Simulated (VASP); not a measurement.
A VASP calculation is set up with these files.

### POSCAR
```
TiN
1
    0.0000000000     2.1378845919     2.1378845919
    2.1378845919     0.0000000000     2.1378845919
    2.1378845919     2.1378845919    -0.0000000000
Ti N
1 1
Direct
  0.0000000000   0.0000000000   0.0000000000
  0.5000000000   0.5000000000   0.5000000000
```

KPOINTS:
```
K-points
0
gamma
 13 13 13
0 0 0
```

INCAR:
```
SYSTEM = TiN
PREC = Accurate; ENCUT = 520; LREAL = .False.
LASPH = .True.
EDIFF = 1E-6; NELM = 100; ALGO = Normal
LMAXMIX = 4
ISMEAR = 1; SIGMA = 0.1
GGA = RP
IBRION = 2; NSW = 60; ISIF = 3
EDIFFG = -0.01
LWAVE = .False.; LCHARG = .False.
```

POTCAR, in this order: Ti_sv N (PBE.64 set). Program: vasp_std.

### Question
Translate this RPBE calculation to Quantum ESPRESSO's pw.x.

### Answer
One equivalent input (not run):
```
&CONTROL
  calculation = 'vc-relax'
  pseudo_dir = './pseudo'
  outdir = './out'
  tprnfor = .true.
  tstress = .true.
  nstep = 60
  forc_conv_thr = 0.00039
/
&SYSTEM
  ibrav = 0
  nat = 2
  ntyp = 2
  ecutwfc = 84
  occupations = 'smearing'
  smearing = 'methfessel-paxton'
  degauss = 0.00735
  input_dft = 'rpbe'
/
&ELECTRONS
  conv_thr = 7.3e-08
  electron_maxstep = 100
/
&IONS
/
&CELL
/
ATOMIC_SPECIES
  Ti 47.867 Ti.upf
  N 14.007 N.upf
CELL_PARAMETERS angstrom
     0.0000000    2.1378846    2.1378846
     2.1378846    0.0000000    2.1378846
     2.1378846    2.1378846   -0.0000000
ATOMIC_POSITIONS crystal
  Ti   0.0000000  0.0000000  0.0000000
  N    0.5000000  0.5000000  0.5000000
K_POINTS automatic
  13 13 13 0 0 0
```
Limits of the translation: the potentials are each code's own (VASP's PAW set, PseudoDojo norm-conserving files in pw.x), so ENCUT and ecutwfc are chosen apart and not converted; conv_thr bounds pw.x's estimated SCF error, while EDIFF bounds the energy change between steps; forc_conv_thr acts on force components and is met together with etot_conv_thr.

The compound is TiN in the rock salt structure. It was relaxed first. The start is the result of an earlier pass.
